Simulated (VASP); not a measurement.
Computed with revPBE GGA, VASP's PBE PAW potentials (set 64) (plane waves; VASP).

The input files of a VASP run:

File POSCAR:
```
Gd
11.4989480
  0.1610421053  -0.2789330886   0.0000000000
  0.1610421053   0.2789330886   0.0000000000
  0.0000000000   0.0000000000   0.4999999965
Gd
2
direct
  0.3333330000   0.6666670000   0.2500000000
  0.6666670000   0.3333330000   0.7500000000
```

**INCAR**
```
SYSTEM = Gd
PREC = Accurate
ENCUT = 520
EDIFF = 1E-7
NELM = 100
ALGO = Normal
LREAL = .FALSE.
LASPH = .TRUE.
ISMEAR = -5
GGA = RE
LMAXMIX = 6
LWAVE = .FALSE.
LCHARG = .TRUE.
LORBIT = 11
NEDOS = 601
ISIF = 2
```

### KPOINTS
```
Automatic mesh
0
Gamma
13 13 7
0 0 0
```

POTCAR, in this order: Gd_3 (PBE.64 set). Program: vasp_std.

The resulting files:

File OSZICAR:
```
       N       E                     dE             d eps       ncg     rms          rms(c)
DAV:   1     0.400225302708E+02    0.40023E+02   -0.88836E+03  2184   0.122E+03
DAV:   2    -0.675405765339E+01   -0.46777E+02   -0.45850E+02  2444   0.237E+02
DAV:   3    -0.853451527526E+01   -0.17805E+01   -0.16944E+01  2962   0.277E+01
DAV:   4    -0.856998951176E+01   -0.35474E-01   -0.35439E-01  2640   0.403E+00
DAV:   5    -0.857114507172E+01   -0.11556E-02   -0.11491E-02  3341   0.535E-01    0.222E+01
DAV:   6    -0.857527926032E+01   -0.41342E-02   -0.21559E-02  2509   0.122E+00    0.133E+01
DAV:   7    -0.858566081159E+01   -0.10382E-01   -0.39923E-02  2399   0.166E+00    0.208E-01
DAV:   8    -0.858551436511E+01    0.14645E-03   -0.20625E-03  2604   0.336E-01    0.610E-02
DAV:   9    -0.858555663796E+01   -0.42273E-04   -0.20569E-04  2729   0.108E-01    0.374E-02
DAV:  10    -0.858554117598E+01    0.15462E-04   -0.32933E-05  2640   0.401E-02    0.472E-02
DAV:  11    -0.858554857674E+01   -0.74008E-05   -0.56005E-06  2604   0.174E-02    0.264E-03
DAV:  12    -0.858554908419E+01   -0.50745E-06   -0.36703E-07  2992   0.392E-03    0.455E-03
DAV:  13    -0.858554879499E+01    0.28919E-06   -0.21683E-08  1532   0.113E-03    0.168E-03
DAV:  14    -0.858554859606E+01    0.19893E-06   -0.13845E-08  1442   0.944E-04    0.316E-04
DAV:  15    -0.858554861691E+01   -0.20852E-07   -0.14279E-09  1372   0.323E-04
   1 F= -.85855486E+01 E0= -.85855486E+01  d E =0.000000E+00
```

### OUTCAR
```
------------------------ aborting loop because EDIFF is reached ----------------------------------------
  FORCE on cell =-STRESS in cart. coord.  units (eV):
  Direction    XX          YY          ZZ          XY          YZ          ZX
  --------------------------------------------------------------------------------------
  Total       -0.1698899     -0.1698899      0.1483175      0.0000000     -0.0000000      0.0000000
  in kB       -3.9853316     -3.9853310      3.4792793      0.0000000     -0.0000000      0.0000000
  external PRESSURE =      -1.4971278 kB  Pullay stress =       0.0000000 kB
  volume of cell :       68.30
      direct lattice vectors                 reciprocal lattice vectors
     1.851814795 -3.207437082  0.000000000     0.270005403 -0.155887703  0.000000000
     1.851814795  3.207437082  0.000000000     0.270005403  0.155887703  0.000000000
     0.000000000  0.000000000  5.749473960     0.000000000  0.000000000  0.173928955
 POSITION                                       TOTAL-FORCE (eV/Angst)
 -----------------------------------------------------------------------------------
      1.85181      1.06915      1.43737         0.000000      0.000000      0.000000
      1.85181     -1.06915      4.31211        -0.000000     -0.000000      0.000000
 -----------------------------------------------------------------------------------
    total drift:                                0.000005      0.000119     -0.000011
  FREE ENERGIE OF THE ION-ELECTRON SYSTEM (eV)
  ---------------------------------------------------
  free  energy   TOTEN  =        -8.5855486169 eV

  energy  without entropy=       -8.5855486169  energy(sigma->0) =       -8.58554862

 total charge

# of ion       s       p       d       tot
------------------------------------------
    1        0.349   6.229   1.066   7.644
    2        0.349   6.229   1.066   7.644
--------------------------------------------------
tot          0.699  12.457   2.132  15.288
```
(Selected blocks of OUTCAR.)

OUTCAR:
```
 val. band max:        3.1256130174   @ k =   0.3846   0.2308   0.4286

 cond. band min:       3.0920138027   @ k =   0.1538   0.0769   0.2857


 Fermi energy:         3.1157573360

 k-point     1 :       0.0000    0.0000    0.0000
  band No.  band energies     occupation
      1     -19.2407      2.00000
      2     -18.6768      2.00000
      3     -18.6768      2.00000
      4     -18.5634      2.00000
      5     -18.5634      2.00000
      6     -18.5107      2.00000
      7      -1.5375      2.00000
      8       1.1393      2.00000
      9       4.5392      0.00000
     10       4.7736      0.00000
     11       4.7736      0.00000
     12       5.1942      0.00000
     13       5.4546      0.00000

 k-point     2 :       0.0769   -0.0000    0.0000
  band No.  band energies     occupation
      1     -19.2282      2.00000
      2     -18.7017      2.00000
      3     -18.6855      2.00000
      4     -18.5900      2.00000
      5     -18.5664      2.00000
      6     -18.5170      2.00000
      7      -1.4035      2.00000
      8       1.2663      2.00000
      9       4.3448      0.00000
     10       4.4490      0.00000
     11       4.9007      0.00000
     12       5.3004      0.00000
     13       5.4440      0.00000

 k-point     3 :       0.1538    0.0000    0.0000
  band No.  band energies     occupation
      1     -19.1921      2.00000
      2     -18.7707      2.00000
      3     -18.7090      2.00000
      4     -18.6619      2.00000
      5     -18.5754      2.00000
      6     -18.5360      2.00000
      7      -1.0187      2.00000
      8       1.6092      2.00000
      9       3.8613     -0.00042
     10       3.9365      0.00000
     11       4.9580      0.00000
     12       5.2773      0.00000
     13       5.3955      0.00000

 k-point     4 :       0.2308   -0.0000    0.0000
  band No.  band energies     occupation
      1     -19.1365      2.00000
      2     -18.8683      2.00000
      3     -18.7591      2.00000
...
```

The 4f electrons are frozen in the core of the lanthanide potential, so 4f levels, which can set the real gap, and their magnetism are missing. For a metal the tetrahedron method with Blöchl corrections gives inexact stress and forces.

The compound is Gd in the hcp structure. It was relaxed first.
